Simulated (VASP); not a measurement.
## Fe2O3: relaxation of cell and atoms with rev-vdW-DF2+U

Fe2O3:

```
Fe O
1.0
     2.54034    1.46667    4.57885
    -2.54034    1.46667    4.57885
     0.00000   -2.93333    4.57885
Fe O
4 6
Direct
  0.35332 0.35332 0.35332
  0.14668 0.14668 0.14668
  0.64668 0.64668 0.64668
  0.85332 0.85332 0.85332
  0.55416 0.94584 0.25000
  0.25000 0.55416 0.94584
  0.94584 0.25000 0.55416
  0.44584 0.05416 0.75000
  0.75000 0.44584 0.05416
  0.05416 0.75000 0.44584
```

```
Program                : VASP 6.6.1
Task                   : relaxation of cell and atoms
Functional             : rev-vdW-DF2
Potentials or basis    : VASP PAW PBE potentials, release 64 (Fe, O)
Cutoff                 : 600 eV
k mesh                 : 9 × 9 × 9
Occupations            : methfessel-paxton, width 0.1 eV
Spin                   : collinear spin, ferromagnetic start
Starting moments       : [4.0, 4.0, 4.0, 4.0, 0.0, 0.0, 0.0, 0.0, 0.0, 0.0] μB
Hubbard terms          : Fe d U = 5.3 eV
Further INCAR settings : ALGO = Normal; EDIFF = 1e-07; AMIX = 0.2; BMIX = 0.0001; IBRION = 2; EDIFFG = -0.005; NSW = 90; ISIF = 3
```

- Pressure after relaxing: 0.0 GPa
- Band gap on the k mesh: 1.54 eV, indirect (least direct gap 1.71 eV)
- Net moment: 20.00 μB per cell
- Site moments: Fe +4.41; O +0.34 μB
- Valence electrons inside the program's atomic spheres: Fe 6.73; O 5.04

Final structure:
```cif
data_structure
_symmetry_space_group_name_H-M 'P 1'
_symmetry_Int_Tables_number 1
_cell_length_a 5.4379
_cell_length_b 5.4379
_cell_length_c 5.4379
_cell_angle_alpha 55.700
_cell_angle_beta 55.700
_cell_angle_gamma 55.700
_cell_volume 102.36
loop_
_atom_site_label
_atom_site_type_symbol
_atom_site_fract_x
_atom_site_fract_y
_atom_site_fract_z
_atom_site_occupancy
Fe1 Fe 0.35332 0.35332 0.35332 1
Fe2 Fe 0.14668 0.14668 0.14668 1
Fe3 Fe 0.64668 0.64668 0.64668 1
Fe4 Fe 0.85332 0.85332 0.85332 1
O1 O 0.55416 0.94584 0.25000 1
O2 O 0.25000 0.55416 0.94584 1
O3 O 0.94584 0.25000 0.55416 1
O4 O 0.44584 0.05416 0.75000 1
O5 O 0.75000 0.44584 0.05416 1
O6 O 0.05416 0.75000 0.44584 1
```

Levels at points of the mesh, in eV from the valence-band top:
Spin up:
```
           k point  band 42  band 43  band 44  band 45  band 46  band 47
(0.00, 0.00, 0.00)    -0.41     0.00     0.00     4.50     8.29    10.26
```
Spin down:
| k point | band 21 | band 22 | band 23 | band 24 | band 25 | band 26 | band 27 | band 28 |
| --- | --- | --- | --- | --- | --- | --- | --- | --- |
| (0.00, 0.00, 0.00) | -1.68 | -0.79 | -0.79 | -0.62 | 1.83 | 1.84 | 1.84 | 2.16 |

Eigenvalues of the final occupation matrices:
| site | spin | trace | eigenvalues |
| --- | --- | --- | --- |
| site 1 d | 1 | 5.09 | 0.99 0.99 0.99 1.07 1.07 |
| site 1 d | 2 | 0.74 | 0.06 0.06 0.07 0.27 0.27 |
| site 2 d | 1 | 5.09 | 0.99 0.99 0.99 1.07 1.07 |
| site 2 d | 2 | 0.74 | 0.06 0.06 0.07 0.27 0.27 |
| site 3 d | 1 | 5.09 | 0.99 0.99 0.99 1.07 1.07 |
| site 3 d | 2 | 0.74 | 0.06 0.06 0.07 0.27 0.27 |
| site 4 d | 1 | 5.09 | 0.99 0.99 0.99 1.07 1.07 |
| site 4 d | 2 | 0.74 | 0.06 0.06 0.07 0.27 0.27 |

Run time: 26 min on 1 × NVIDIA H100 80GB with 1 thread of AMD EPYC 7R13 Processor (Zen 3), on a shared host, peak memory 1.9 GiB.

Caveat: the relaxation stopped at its first step, so nothing moved; the PAW data sets were made with another functional, which shifts forces and pressure a little; an odd mesh through Γ misses points on the zone boundary, where band edges often lie; only a ferromagnetic start was run, and an antiferromagnetic order may lie lower in energy.
